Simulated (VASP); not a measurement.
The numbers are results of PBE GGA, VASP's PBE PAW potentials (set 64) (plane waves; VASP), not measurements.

VASP ran on this input.

KPOINTS:
```
Automatic mesh
0
Gamma
10 10 10
0 0 0
```

### POSCAR
```
GaN
1.0
  0.0000000000   2.2531870584   2.2531870584
  2.2531870584   0.0000000000   2.2531870584
  2.2531870584   2.2531870584   0.0000000000
Ga N
1 1
Direct
  0.0000000000   0.0000000000   0.0000000000
  0.2500000000   0.2500000000   0.2500000000
```

**INCAR**
```
# general
SYSTEM  = GaN
PREC    = Accurate
ENCUT   = 620
LREAL   = .False.
LASPH   = .True.

# electronic loop
EDIFF   = 1E-6
NELM    = 100
ALGO    = Normal
LMAXMIX = 4

# smearing
ISMEAR  = 0
SIGMA   = 0.05

# functional
GGA     = PE

# ions
IBRION  = 2
NSW     = 40
ISIF    = 3
EDIFFG  = -0.02
PSTRESS = 100

# output
LWAVE   = .False.
LCHARG  = .False.
```

POTCAR, in this order: Ga_d N (PBE.64 set). Program: vasp_std.

The resulting files:

OSZICAR:
```
       N       E                     dE             d eps       ncg     rms          rms(c)
DAV:   1     0.880951414110E+02    0.88095E+02   -0.10865E+04  1366   0.273E+03
DAV:   2    -0.684849989689E+01   -0.94944E+02   -0.89089E+02  1367   0.370E+02
DAV:   3    -0.140244546240E+02   -0.71760E+01   -0.71317E+01  1422   0.927E+01
DAV:   4    -0.141451053239E+02   -0.12065E+00   -0.12057E+00  1472   0.131E+01
DAV:   5    -0.141469136051E+02   -0.18083E-02   -0.18083E-02  1385   0.138E+00    0.771E+00
DAV:   6    -0.121404229586E+02    0.20065E+01   -0.60018E+00  1893   0.495E+01    0.265E+00
DAV:   7    -0.121535740147E+02   -0.13151E-01   -0.36946E-01  1232   0.824E+00    0.175E+00
DAV:   8    -0.121498342723E+02    0.37397E-02   -0.68781E-02  1383   0.457E+00    0.764E-01
DAV:   9    -0.121448466427E+02    0.49876E-02   -0.21914E-02  1858   0.386E+00    0.186E-01
DAV:  10    -0.121451407194E+02   -0.29408E-03   -0.17968E-03  1436   0.728E-01    0.672E-02
DAV:  11    -0.121450793801E+02    0.61339E-04   -0.30087E-04  1803   0.327E-01    0.157E-02
DAV:  12    -0.121450849919E+02   -0.56118E-05   -0.28659E-05  1357   0.757E-02    0.856E-03
DAV:  13    -0.121450848022E+02    0.18971E-06   -0.16975E-06  1143   0.134E-02
   1 F= -.10717141E+02 E0= -.10717141E+02  d E =-.107171E+02
       N       E                     dE             d eps       ncg     rms          rms(c)
DAV:   1    -0.124850382519E+02   -0.33995E+00   -0.52600E+00  1432   0.640E+01    0.399E+00
DAV:   2    -0.121560923551E+02    0.32895E+00   -0.56875E-01  1482   0.270E+01    0.175E+00
DAV:   3    -0.120797303826E+02    0.76362E-01   -0.79482E-02  1517   0.106E+01    0.461E-01
DAV:   4    -0.120695585025E+02    0.10172E-01   -0.13418E-02  1546   0.205E+00    0.619E-02
DAV:   5    -0.120695446976E+02    0.13805E-04   -0.10229E-03  1683   0.510E-01    0.261E-02
DAV:   6    -0.120695424554E+02    0.22422E-05   -0.38480E-05  1390   0.708E-02    0.141E-02
DAV:   7    -0.120695438651E+02   -0.14097E-05   -0.80855E-06  1452   0.592E-02    0.265E-03
DAV:   8    -0.120695438944E+02   -0.29300E-07   -0.66510E-07   706   0.307E-02
   2 F= -.10714504E+02 E0= -.10714504E+02  d E =0.263643E-02
       N       E                     dE             d eps       ncg     rms          rms(c)
DAV:   1    -0.122322830456E+02   -0.16274E+00   -0.15472E+00  1402   0.369E+01    0.204E+00
DAV:   2    -0.121448356857E+02    0.87447E-01   -0.13856E-01  1472   0.129E+01    0.938E-01
DAV:   3    -0.121219282681E+02    0.22907E-01   -0.28641E-02  1452   0.678E+00    0.207E-01
DAV:   4    -0.121193595081E+02    0.25688E-02   -0.41861E-03  1563   0.101E+00    0.298E-02
DAV:   5    -0.121193538546E+02    0.56534E-05   -0.73819E-05  1583   0.133E-01    0.191E-02
DAV:   6    -0.121193522921E+02    0.15625E-05   -0.42626E-06  1377   0.419E-02    0.138E-02
DAV:   7    -0.121193520470E+02    0.24509E-06   -0.88128E-07   901   0.210E-02
   3 F= -.10726100E+02 E0= -.10726100E+02  d E =-.895878E-02
```

OUTCAR:
```
------------------------ aborting loop because EDIFF is reached ----------------------------------------
  FORCE on cell =-STRESS in cart. coord.  units (eV):
  Direction    XX          YY          ZZ          XY          YZ          ZX
  --------------------------------------------------------------------------------------
  Total        1.3717746      1.3717746      1.3717746      0.0000000      0.0000000      0.0000000
  in kB       98.4584411     98.4584411     98.4584411      0.0000000      0.0000000      0.0000000
  external PRESSURE =      -1.5415589 kB  Pullay stress =     100.0000000 kB
  volume of cell :       22.32
      direct lattice vectors                 reciprocal lattice vectors
    -0.000000000  2.234790392  2.234790392    -0.223734629  0.223734629  0.223734629
     2.234790392 -0.000000000  2.234790392     0.223734629 -0.223734629  0.223734629
     2.234790392  2.234790392  0.000000000     0.223734629  0.223734629 -0.223734629
  FREE ENERGIE OF THE ION-ELECTRON SYSTEM (eV)
  ---------------------------------------------------
  free  energy   TOTEN  =       -12.1193520470 eV

  energy  without entropy=      -12.1193520470  energy(sigma->0) =      -12.11935205
  enthalpy is  TOTEN    =       -10.7260996473 eV   P V=        1.3932523998

 reached required accuracy - stopping structural energy minimisation
```
(Selected blocks of OUTCAR.)

CONTCAR:
```
GaN
   1.00000000000000
    -0.0000000000000000    2.2347903918146255    2.2347903918146255
     2.2347903918146255   -0.0000000000000000    2.2347903918146255
     2.2347903918146255    2.2347903918146255    0.0000000000000000
  Ga              N
     1     1
Direct
     0.0000000000000000    0.0000000000000000    0.0000000000000000
     0.2500000000000000    0.2500000000000000    0.2500000000000000
```

Energy and stress use the plane-wave basis of the starting cell.

The compound is GaN in the zinc blende structure, a metastable form; wurtzite is the usual one. This run relaxes it under an external pressure of 10 GPa. Symmetry was kept, so distortions that lower it aren't found.
